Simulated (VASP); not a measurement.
Write the native input for VASP 6.6.1 that does the following.

```yaml
Task: single point
Functional: optB86b-vdW
Potentials_or_basis: VASP PAW PBE potentials, release 64 (Ge_d, H, P)
Cutoff: 400 eV
k_mesh: 1 × 1 × 1
Occupations: gaussian, width 0.05 eV
Spin: no spin polarisation
Further_INCAR_settings: LREAL = Auto; ALGO = Normal; EDIFF = 1e-06; NBANDS = 388; ISYM = 0
```

The structure of Ge48PH19 lies in POSCAR:

```
Ge48PH19                                
1.0
    8.0016203359      8.0016203359      0.0000000000
   -8.0016203359      8.0016203359      0.0000000000
    0.0000000000      0.0000000000     23.7419000000
  Ge              H               P             
    48    19     1
Selective dynamics
Direct
     0.6852101726000422    0.3142891664750986    0.4205645719494973   T   T   T
     0.8123869635728218    0.6808061986313091    0.4205725012720704   T   T   T
     0.0495971329780872    0.9502881267652349    0.4363265467135337   T   T   T
     0.3189716461081674    0.1873958767493798    0.4206589597328402   T   T   T
     0.9682828002506705    0.5335272526888514    0.4556024759578887   T   T   T
     0.2069228964181127    0.7928674235541608    0.4347668567877366   T   T   T
     0.4660053135273606    0.0311708886610442    0.4557382482761468   T   T   T
     0.5335318238799998    0.4662693137970287    0.4567239373474750   T   T   T
     0.8761712725396097    0.3891789636412676    0.3862691609001203   T   T   T
     0.8803290235822299    0.8710298848205724    0.3834971907843541   T   T   T
     0.1287568225490772    0.1197120299626563    0.3835716904913976   T   T   T
     0.3878192734949683    0.3798061675038083    0.3870540097357550   T   T   T
     0.1111307167160888    0.6262378661668281    0.3860020189040285   T   T   T
     0.3735394789104878    0.8885327759104212    0.3859198679148569   T   T   T
     0.6106206841341086    0.1231889566239261    0.3865422442645609   T   T   T
     0.6199668512139116    0.6120306711949965    0.3870484203589294   T   T   T
     0.9979799414343680    0.2522820336672432    0.3288687770371981   T   T   T
     0.0017388236885018    0.7480406380626420    0.3180211878198003   T   T   T
     0.2522567550286710    0.9986713638439623    0.3180551050849345   T   T   T
     0.4989283365751224    0.2504263422605534    0.3186789066680544   T   T   T
     0.2484424799937454    0.5013731235266760    0.3305269787906067   T   T   T
     0.4986791672467675    0.7515002689830627    0.3304678365827692   T   T   T
     0.7477272679513520    0.0019594916803205    0.3289197027788943   T   T   T
     0.7498903453197349    0.5016097799657055    0.3185532291068196   T   T   T
     0.8733419150316757    0.1266260163786047    0.2674032980998914   T   T   T
     0.8755680364518806    0.6249666838822561    0.2597900213170139   T   T   T
     0.1244119021214140    0.8759313284589350    0.2601665557457229   T   T   T
     0.3754968199147768    0.1247738015157685    0.2598329354394996   T   T   T
     0.1267772352670217    0.3746662944173098    0.2677592546464543   T   T   T
     0.3729449437449358    0.6270344497801569    0.2683518087259171   T   T   T
     0.6254080531291857    0.8732363558177733    0.2677501565810964   T   T   T
     0.6231661841924357    0.3771323935765277    0.2602895420709613   T   T   T
     0.7504943879926936    0.2495283530043070    0.2036284062281293   T   T   T
     0.7482831718669324    0.7516527989294460    0.2033871257498576   T   T   T
     0.9968578921717305    0.0031194933057905    0.2039357101235370   T   T   T
     0.2483983942880003    0.2517243597992751    0.2034194919562980   T   T   T
     0.0027795988236405    0.4972016937538810    0.2039227940886565   T   T   T
     0.2511995850467958    0.7488421484804932    0.2035380856891218   T   T   T
     0.5028357437094949    0.9972102846791201    0.2039282521121492   T   T   T
     0.4957775953710434    0.5041957328878849    0.2040728864920527   T   T   T
     0.8750000000000000    0.3750000000000000    0.1448662490999979   F   F   F
     0.8750000000000000    0.8750000000000000    0.1448662490999979   F   F   F
     0.1250000000000000    0.1250000000000000    0.1448662490999979   F   F   F
     0.3750000000000000    0.3750000000000000    0.1448662490999979   F   F   F
     0.1250000000000000    0.6250000000000000    0.1448662490999979   F   F   F
     0.3750000000000000    0.8750000000000000    0.1448662490999979   F   F   F
     0.6250000000000000    0.1250000000000000    0.1448662490999979   F   F   F
     0.6250000000000000    0.6250000000000000    0.1448662490999979   F   F   F
     0.9510221023000014    0.2989778976999986    0.1052990704000010   F   F   F
     0.7989778976999986    0.4510221023000014    0.1052990704000010   F   F   F
     0.9510221023000014    0.7989778976999986    0.1052990704000010   F   F   F
     0.7989778976999986    0.9510221023000014    0.1052990704000010   F   F   F
     0.2010221023000014    0.0489778976999986    0.1052990704000010   F   F   F
     0.0489778976999986    0.2010221023000014    0.1052990704000010   F   F   F
     0.4510221023000014    0.2989778976999986    0.1052990704000010   F   F   F
     0.2989778976999986    0.4510221023000014    0.1052990704000010   F   F   F
     0.2010221023000014    0.5489778976999986    0.1052990704000010   F   F   F
     0.0489778976999986    0.7010221023000014    0.1052990704000010   F   F   F
     0.4510221023000014    0.7989778976999986    0.1052990704000010   F   F   F
     0.2989778976999986    0.9510221023000014    0.1052990704000010   F   F   F
     0.7010221023000014    0.0489778976999986    0.1052990704000010   F   F   F
     0.5489778976999986    0.2010221023000014    0.1052990704000010   F   F   F
     0.7010221023000014    0.5489778976999986    0.1052990704000010   F   F   F
     0.5489778976999986    0.7010221023000014    0.1052990704000010   F   F   F
     0.2772566215500911    0.8661575427246858    0.5434022567787197   T   T   T
     0.1366478832953955    0.7487012010812875    0.5472882567107326   T   T   T
     0.0136873983906750    0.9862007116022405    0.4972192032677777   T   T   T
     0.2566548355087342    0.7453655626009166    0.5282943871322306   T   T   T
```

The cell was built by a generator and needn't be a form met in nature.

These files were run (other wordings do the same):

INCAR

```
PREC = Accurate
ENCUT = 400
EDIFF = 1E-6
ISMEAR = 0
SIGMA = 0.05
LREAL = Auto
LASPH = T
NELM = 60
ALGO = Normal
ISIF = 2
LWAVE = F
LCHARG = F
GGA = MK
LUSE_VDW = T
AGGAC = 0.0
PARAM1 = 0.1234
PARAM2 = 1.0
NBANDS = 388
ISYM = 0
NCORE = 4
```

KPOINTS

```
Automatic mesh
0
Gamma
  1 1 1
```

Potentials or basis: VASP PAW PBE potentials, release 64 (Ge_d, H, P).

Command:

```console
$ cat potpaw_PBE.64/Ge_d/POTCAR potpaw_PBE.64/H/POTCAR potpaw_PBE.64/P/POTCAR > POTCAR
$ mpirun -np 8 vasp_gam > vasp.out
```

It gave:

```yaml
Largest_force: 0.235 eV/Å
Band_gap_on_the_k_mesh: 0.41 eV, direct
```

Caveat: the PAW data sets were made with another functional, which shifts forces and pressure a little.

Wall time 7.5 min on 8 MPI ranks on AMD EPYC 9R45 (Zen 5), with other jobs on the host, peak memory 1 GiB a rank.
